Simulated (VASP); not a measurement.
A convergence study with VASP on Nb (bcc): one setting is varied, all else stays as given below, so the limit is that of these other settings. The cell's lengths are 1 % over those of the tabulated start, so it is off equilibrium.

```xyz
1
Lattice="-1.6665 1.6665 1.6665 1.6665 -1.6665 1.6665 1.6665 1.6665 -1.6665" Properties=species:S:1:pos:R:3 pbc="T T T"
Nb     0.0000     0.0000     0.0000
```

Calculation: PBEsol GGA, VASP's PBE PAW potentials (set 64) (plane waves; VASP). The tightest run used: 1000 eV cut-off, 17×17×17 Γ-centred mesh, first-order Methfessel-Paxton smearing of 0.10 eV, potentials Nb_sv.

Problem. The settings run are ENCUT = 150; ENCUT = 200; ENCUT = 250; ENCUT = 300; ENCUT = 350; ENCUT = 400; ENCUT = 450; ENCUT = 500; ENCUT = 550; ENCUT = 600; ENCUT = 650; ENCUT = 700; ENCUT = 750; ENCUT = 800; ENCUT = 850; ENCUT = 1000. From which on does the stress (every component) stay within 0.2 GPa of the tightest run?

Solution. From ENCUT = 500 on: it is off by 0.13 there and by no more than 0.2 in any finer run, while ENCUT = 450 is off by 0.36.
```json
[
 {"setting": "ENCUT = 150", "E (eV/atom)": "-6.5388", "pressure (GPa)": "-385.53", "plane waves": "83", "difference judged (GPa)": "375.99"},
 {"setting": "ENCUT = 200", "E (eV/atom)": "-10.6516", "pressure (GPa)": "-85.55", "plane waves": "135", "difference judged (GPa)": "76.00"},
 {"setting": "ENCUT = 250", "E (eV/atom)": "-10.9277", "pressure (GPa)": "-18.51", "plane waves": "177", "difference judged (GPa)": "8.96"},
 {"setting": "ENCUT = 300", "E (eV/atom)": "-10.9066", "pressure (GPa)": "-10.77", "plane waves": "236", "difference judged (GPa)": "1.23"},
 {"setting": "ENCUT = 350", "E (eV/atom)": "-10.9114", "pressure (GPa)": "-10.29", "plane waves": "285", "difference judged (GPa)": "0.75"},
 {"setting": "ENCUT = 400", "E (eV/atom)": "-10.9170", "pressure (GPa)": "-10.22", "plane waves": "366", "difference judged (GPa)": "0.67"},
 {"setting": "ENCUT = 450", "E (eV/atom)": "-10.9189", "pressure (GPa)": "-9.90", "plane waves": "414", "difference judged (GPa)": "0.36"},
 {"setting": "ENCUT = 500", "E (eV/atom)": "-10.9204", "pressure (GPa)": "-9.67", "plane waves": "479", "difference judged (GPa)": "0.13"},
 {"setting": "ENCUT = 550", "E (eV/atom)": "-10.9206", "pressure (GPa)": "-9.58", "plane waves": "559", "difference judged (GPa)": "0.04"},
 {"setting": "ENCUT = 600", "E (eV/atom)": "-10.9207", "pressure (GPa)": "-9.59", "plane waves": "635", "difference judged (GPa)": "0.04"},
 {"setting": "ENCUT = 650", "E (eV/atom)": "-10.9209", "pressure (GPa)": "-9.58", "plane waves": "715", "difference judged (GPa)": "0.04"},
 {"setting": "ENCUT = 700", "E (eV/atom)": "-10.9212", "pressure (GPa)": "-9.57", "plane waves": "792", "difference judged (GPa)": "0.03"},
 {"setting": "ENCUT = 750", "E (eV/atom)": "-10.9213", "pressure (GPa)": "-9.56", "plane waves": "899", "difference judged (GPa)": "0.01"},
 {"setting": "ENCUT = 800", "E (eV/atom)": "-10.9213", "pressure (GPa)": "-9.55", "plane waves": "968", "difference judged (GPa)": "0.00"},
 {"setting": "ENCUT = 850", "E (eV/atom)": "-10.9214", "pressure (GPa)": "-9.55", "plane waves": "1055", "difference judged (GPa)": "0.00"},
 {"setting": "ENCUT = 1000", "E (eV/atom)": "-10.9213", "pressure (GPa)": "-9.55", "plane waves": "1348", "difference judged (GPa)": "0.00"}
]
```

Left out are rungs that failed or repeat a setting and relaxations that didn't move; long series are thinned to 24 rows.

The compound is Nb in the bcc structure. The cell was not relaxed at this level.
